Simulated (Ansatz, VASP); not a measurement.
# Hf (Hafnium) in two plane-wave programs

Wanted: the spread between two codes on one cell, functional and k mesh. The cell is taken from a series of runs on this material, whose earlier steps may have relaxed, scaled, displaced or heated it; both programs get it as it stands.

Method: plane waves, with VASP 6.6.1 beside it; zone-centre phonons at PBEsol, in Ansatz 0.2.0.

## Step 1: Starting point

The structure is hexagonal, space group P6_3/mmc (No. 194). The conventional cell has a = 3.034 Å, b = 3.034 Å, c = 5.157 Å, α = 90.00°, β = 90.00°, γ = 120.00°. Nearest to Hf lie 12 Hf at 3.03 to 3.12 Å.

Structure file:

```xyz
2
Lattice="3.0340 0.0000 0.0000 -1.5170 2.6275 0.0000 0.0000 0.0000 5.1573" Properties=species:S:1:pos:R:3 pbc="T T T"
Hf    0.0000    1.7517    1.2893
Hf    1.5170    0.8758    3.8679
```

## Step 2: VASP: zone-centre phonons, PBEsol

Second derivatives magnify differences that forces hide, and they need a tight electronic threshold.

Lines of VASP's logs that name or quote its potential files are left out, and so is its time.

Contents of INCAR:

```
SYSTEM = Hf
PREC = Accurate
ENCUT = 500
EDIFF = 1E-08
NELM = 120
ISMEAR = 1
SIGMA = 0.2
LREAL = .FALSE.
ALGO = Normal
GGA = PS
NBANDS = 16
LASPH = .TRUE.
LORBIT = 11
LWAVE = .FALSE.
LCHARG = .FALSE.
ISIF = 2
IBRION = 8
GGA_COMPAT = .FALSE.
KPAR = 2
```

Contents of POSCAR:

```
Hf
1.0
    3.0340052000      0.0000000000      0.0000000000
   -1.5170026000      2.6275255784      0.0000000000
    0.0000000000      0.0000000000      5.1572607761
Hf
2
Direct
    0.3333333333      0.6666666667      0.2500000000
    0.6666666667      0.3333333333      0.7500000000
```

Contents of KPOINTS:

```
Automatic mesh
0
Gamma
15 15 8
0 0 0
```

The projector-augmented-wave data sets are Hf_pv (PBE family, release 64).

Run with:

```sh
mpirun -np 2 vasp_std
```

Numbers of over 12 decimals in the logs are rounded to 6 here.

What it wrote:

```text
[banner, memory and clock lines left out]
running    2 mpi-ranks, on    1 nodes
 distrk:  each k-point on    1 cores,    2 groups
 distr:  one band on    1 cores,    1 groups

 POSCAR found type information on POSCAR Hf
 POSCAR found :  1 types and       2 ions
|                                                                             |
|               ----> ADVICE to this user running VASP <----                  |
|                                                                             |
|     You enforced a specific xc type in the INCAR file but a different       |
|     [... a line on the potential file left out ...]
|     I HOPE YOU KNOW WHAT YOU ARE DOING!                                     |
|                                                                             |

 LDA part: xc-table for (Slater+PW92), standard interpolation
 POSCAR, INCAR and KPOINTS ok, starting setup
 FFT: planning ... GRIDC
 FFT: planning ... GRID_SOFT
 FFT: planning ... GRID
 WAVECAR not read
 entering main loop
       N       E                     dE             d eps       ncg     rms          rms(c)
DAV:   1     0.474385538696E+02    0.47439E+02   -0.11344E+04  4344   0.117E+03
DAV:   2    -0.200211128415E+02   -0.67460E+02   -0.65997E+02  5760   0.253E+02
DAV:   3    -0.215807868012E+02   -0.15597E+01   -0.15499E+01  5632   0.265E+01
DAV:   4    -0.215916659593E+02   -0.10879E-01   -0.10878E-01  5376   0.271E+00
DAV:   5    -0.215917867062E+02   -0.12075E-03   -0.12074E-03  5616   0.238E-01    0.688E+01
DAV:   6    -0.210979928635E+02    0.49379E+00   -0.42512E-01  5096   0.444E+00    0.406E+01
DAV:   7    -0.209213803016E+02    0.17661E+00   -0.70378E-01  5216   0.551E+00    0.180E+00
DAV:   8    -0.209129141823E+02    0.84661E-02   -0.43172E-02  5072   0.146E+00    0.417E-01
DAV:   9    -0.209130105052E+02   -0.96323E-04   -0.96222E-04  5808   0.226E-01    0.187E-01
DAV:  10    -0.209130044474E+02    0.60578E-05   -0.41863E-05  5176   0.481E-02    0.214E-01
DAV:  11    -0.209130054981E+02   -0.10507E-05   -0.53739E-06  5440   0.168E-02    0.526E-03
DAV:  12    -0.209130055196E+02   -0.21589E-07   -0.38291E-07  5312   0.438E-03    0.842E-03
DAV:  13    -0.209130054018E+02    0.11785E-06   -0.29016E-08  4496   0.129E-03    0.405E-04
DAV:  14    -0.209130053850E+02    0.16817E-07   -0.18413E-09  2936   0.359E-04    0.288E-04
DAV:  15    -0.209130053883E+02   -0.33212E-08   -0.22695E-10  2696   0.122E-04
   1 F= -.20913005E+02 E0= -.20913158E+02  d E =0.456702E-03
 Linear response reoptimize wavefunctions to high precision
DAV:   1    -0.209130053873E+02    0.94883E-09   -0.35777E-11  2904   0.485E-05
DAV:   2    -0.209130053874E+02   -0.81855E-11   -0.64480E-12  2512   0.194E-05
 Linear response DOF=           2
 Linear response progress:
  Degree of freedom:   1/  2
       N       E                     dE             d eps       ncg     rms          rms(c)
RMM:   1    -0.196121358131E+00   -0.19612E+00    0.46893E+00 18625   0.120E+01
RMM:   2    -0.200751958599E+00   -0.46306E-02   -0.37212E-02 27662   0.120E+00    0.548E-01
RMM:   3    -0.199873143993E+00    0.87881E-03   -0.41628E-03 35323   0.263E-01    0.125E-01
RMM:   4    -0.199479053589E+00    0.39409E-03   -0.42941E-04 41114   0.900E-02    0.178E-01
RMM:   5    -0.198993762564E+00    0.48529E-03   -0.44883E-05 37222   0.441E-02    0.276E-02
RMM:   6    -0.198943218168E+00    0.50544E-04   -0.54467E-05 42692   0.131E-02    0.262E-02
RMM:   7    -0.198945322848E+00   -0.21047E-05   -0.47428E-05 37537   0.670E-03    0.377E-02
RMM:   8    -0.198935603224E+00    0.97196E-05   -0.12403E-05 38957   0.288E-03    0.113E-02
RMM:   9    -0.198933745916E+00    0.18573E-05   -0.14001E-05 41476   0.115E-03    0.196E-03
RMM:  10    -0.198934274308E+00   -0.52839E-06   -0.69474E-06 39799   0.291E-04    0.339E-04
RMM:  11    -0.198934538133E+00   -0.26382E-06   -0.39787E-06 42004   0.125E-04    0.605E-04
RMM:  12    -0.198934537314E+00    0.81865E-09   -0.19102E-06 40748   0.534E-05    0.661E-05
RMM:  13    -0.198934572505E+00   -0.35191E-07   -0.99138E-07 39294   0.282E-05    0.723E-05
RMM:  14    -0.198934585721E+00   -0.13215E-07   -0.48882E-07 38610   0.174E-05    0.685E-06
RMM:  15    -0.198934591849E+00   -0.61278E-08   -0.25877E-07 30687   0.117E-05    0.205E-06
RMM:  16    -0.198934599526E+00   -0.76778E-08   -0.13610E-07 27872   0.956E-06    0.698E-06
RMM:  17    -0.198934598564E+00    0.96239E-09   -0.72144E-08 22918   0.802E-06    0.115E-06
 first order change of Fermi-energy  -0.74683E-05
 force on displaced ion       1 direction 1 :  -1.359  -0.000   0.000
 Linear response progress:
  Degree of freedom:   2/  2
       N       E                     dE             d eps       ncg     rms          rms(c)
RMM:   1    -0.248903141689E+00   -0.24890E+00    0.48688E+00  6459   0.123E+01
RMM:   2    -0.258375354858E+00   -0.94722E-02   -0.44609E-02  9514   0.126E+00    0.757E-01
RMM:   3    -0.257623099587E+00    0.75226E-03   -0.41723E-03 10987   0.285E-01    0.191E-01
RMM:   4    -0.257388606101E+00    0.23449E-03   -0.66641E-04 13089   0.953E-02    0.203E-01
RMM:   5    -0.257128060415E+00    0.26055E-03    0.63896E-06 13005   0.367E-02    0.708E-02
RMM:   6    -0.256987768585E+00    0.14029E-03    0.12705E-05 11781   0.203E-02    0.438E-02
RMM:   7    -0.257001381190E+00   -0.13613E-04   -0.39931E-05 12280   0.578E-03    0.217E-02
RMM:   8    -0.257002256474E+00   -0.87528E-06    0.25982E-06 12627   0.303E-03    0.388E-03
RMM:   9    -0.256995211232E+00    0.70452E-05    0.28891E-06 13581   0.168E-03    0.293E-03
RMM:  10    -0.256994959333E+00    0.25190E-06    0.32917E-06 13393   0.436E-04    0.536E-04
RMM:  11    -0.256994985061E+00   -0.25728E-07    0.22358E-06 13930   0.161E-04    0.462E-04
RMM:  12    -0.256994982281E+00    0.27804E-08    0.34487E-07 13437   0.736E-05    0.739E-05
RMM:  13    -0.256994953809E+00    0.28472E-07    0.83111E-07 14128   0.333E-05    0.177E-05
RMM:  14    -0.256994992409E+00   -0.38600E-07    0.49745E-07 12664   0.179E-05    0.123E-05
RMM:  15    -0.256994994218E+00   -0.18093E-08    0.40264E-07 12825   0.133E-05    0.397E-06
RMM:  16    -0.256995012657E+00   -0.18439E-07    0.24435E-07  8903   0.103E-05    0.770E-07
RMM:  17    -0.256995018652E+00   -0.59948E-08    0.17420E-07  7914   0.937E-06    0.349E-07
RMM:  18    -0.256995021737E+00   -0.30844E-08    0.14937E-07  7212   0.885E-06    0.106E-07
RMM:  19    -0.256995031121E+00   -0.93844E-08    0.57142E-08  6644   0.856E-06    0.143E-07
 first order change of Fermi-energy  -0.15206E-03
 force on displaced ion       1 direction 3 :  -0.000   0.000  -4.809
 Linear response finished
```

Parts of OUTCAR (step 2):

```text
ion  position               nearest neighbor table
   1  0.333  0.667  0.250-   2 3.12   2 3.12   2 3.12   2 3.12   2 3.12   2 3.12
   2  0.667  0.333  0.750-   1 3.12   1 3.12   1 3.12   1 3.12   1 3.12   1 3.12

  LATTYP: Found a hexagonal cell.
 ALAT       =     3.0340052000
 C/A-ratio  =     1.6998193596

 Subroutine GETGRP returns: Found 24 space group operations
 (whereof 12 operations were pure point group operations)

The static configuration has the point symmetry D_3d.
 The point group associated with its full space group is D_6h.

 Found    135 irreducible k-points:

   k-points           NKPTS =    135   k-points in BZ     NKDIM =    135   number of bands    NBANDS=     16

   dimension x,y,z NGX =    24 NGY =   24 NGZ =   40
   dimension x,y,z NGXF=    48 NGYF=   48 NGZF=   80

   ENCUT  =  500.0 eV  36.75 Ry    6.06 a.u.   5.53  5.53  9.40*2*pi/ulx,y,z

   NELECT =      20.0000    total number of electrons

 k-points in reciprocal lattice and weights: Automatic mesh
   0.00000000  0.00000000  0.00000000       0.001
   0.06666667 -0.00000000  0.00000000       0.003
   0.13333333 -0.00000000  0.00000000       0.003
   0.20000000 -0.00000000  0.00000000       0.003
   0.26666667 -0.00000000  0.00000000       0.003
   0.33333333 -0.00000000  0.00000000       0.003
   0.40000000 -0.00000000  0.00000000       0.003
   0.46666667 -0.00000000  0.00000000       0.003
   0.06666667  0.06666667  0.00000000       0.003
[...]
0.33333333  0.26666667  0.50000000       0.007
   0.33333333  0.33333333  0.50000000       0.001

 average (electrostatic) potential at core
       1 -36.2764       2 -36.2764

  Total        2.1996458      2.1996458     -0.1128511      0.0000000      0.0000000      0.0000000
  in kB       85.7197663     85.7197663     -4.3977846      0.0000000      0.0000000      0.0000000
  external PRESSURE =      55.6805826 kB  Pullay stress =       0.0000000 kB

  energy-cutoff  :      500.00
  volume of cell :       41.11
      direct lattice vectors                 reciprocal lattice vectors
     3.034005200  0.000000000  0.000000000     0.329597326  0.190293105  0.000000000
    -1.517002600  2.627525578  0.000000000     0.000000000  0.380586209  0.000000000
     0.000000000  0.000000000  5.157260776     0.000000000  0.000000000  0.193901384

 POSITION                                       TOTAL-FORCE (eV/Angst)
 -----------------------------------------------------------------------------------
     -0.00000      1.75168      1.28932         0.000000      0.000000      0.000000
      1.51700      0.87584      3.86795        -0.000000     -0.000000      0.000000
 -----------------------------------------------------------------------------------
    total drift:                               -0.000000      0.000000     -0.000000

 Eigenvectors and eigenvalues of the dynamical matrix
 ----------------------------------------------------

   1 f  =    3.629153 THz    22.802642 2PiTHz  121.055519 cm-1    15.008965 meV
             X         Y         Z           dx          dy          dz
     -0.000000  1.751684  1.289315     0.000000    0.000000    0.707107
      1.517003  0.875842  3.867946    -0.000000   -0.000000   -0.707107

   2 f  =    1.929105 THz    12.120925 2PiTHz   64.348018 cm-1     7.978134 meV
             X         Y         Z           dx          dy          dz
     -0.000000  1.751684  1.289315     0.707107   -0.000000   -0.000000
      1.517003  0.875842  3.867946    -0.707107    0.000000    0.000000

   3 f  =    1.929105 THz    12.120925 2PiTHz   64.348018 cm-1     7.978134 meV
             X         Y         Z           dx          dy          dz
     -0.000000  1.751684  1.289315    -0.000000   -0.707107   -0.000000
      1.517003  0.875842  3.867946     0.000000    0.707107   -0.000000

   4 f  =    0.000000 THz     0.000000 2PiTHz    0.000001 cm-1     0.000000 meV
             X         Y         Z           dx          dy          dz
     -0.000000  1.751684  1.289315     0.186627    0.655777   -0.187421
      1.517003  0.875842  3.867946     0.186627    0.655777   -0.187421

   5 f/i=    0.000000 THz     0.000000 2PiTHz    0.000000 cm-1     0.000000 meV
             X         Y         Z           dx          dy          dz
     -0.000000  1.751684  1.289315    -0.681521    0.186839   -0.024894
      1.517003  0.875842  3.867946    -0.681521    0.186839   -0.024894

   6 f/i=    0.000000 THz     0.000000 2PiTHz    0.000002 cm-1     0.000000 meV
             X         Y         Z           dx          dy          dz
     -0.000000  1.751684  1.289315     0.026436    0.187210    0.681362
      1.517003  0.875842  3.867946     0.026436    0.187210    0.681362

 ELASTIC MODULI CONTR FROM IONIC RELAXATION (kBar)
 Direction    XX          YY          ZZ          XY          YZ          ZX
 --------------------------------------------------------------------------------
 XX        -163.4969    163.4969      0.0000      0.0000      0.0000      0.0000
 YY         163.4969   -163.4969     -0.0000     -0.0000      0.0000      0.0000
 ZZ           0.0000     -0.0000     -0.0000     -0.0000      0.0000      0.0000
 XY           0.0000     -0.0000     -0.0000   -163.4969      0.0000      0.0000
 YZ           0.0000      0.0000      0.0000      0.0000      0.0000      0.0000
 ZX           0.0000      0.0000      0.0000      0.0000      0.0000      0.0000
 --------------------------------------------------------------------------------
```

[end of part 1 of 2]

[Lines on the potential files, build, host, timing and source positions are cut from VASP's logs without a mark.]

[Logs are printed without paths, hosts, clocks, repeated set-up lines and the standing remarks that a program may print on its own settings, such as how far it seeks lower states.]

[Hosts, paths, dates, database ids (printed as entryN), source tags and the programs' standing remarks are cut or masked in the printed files.]
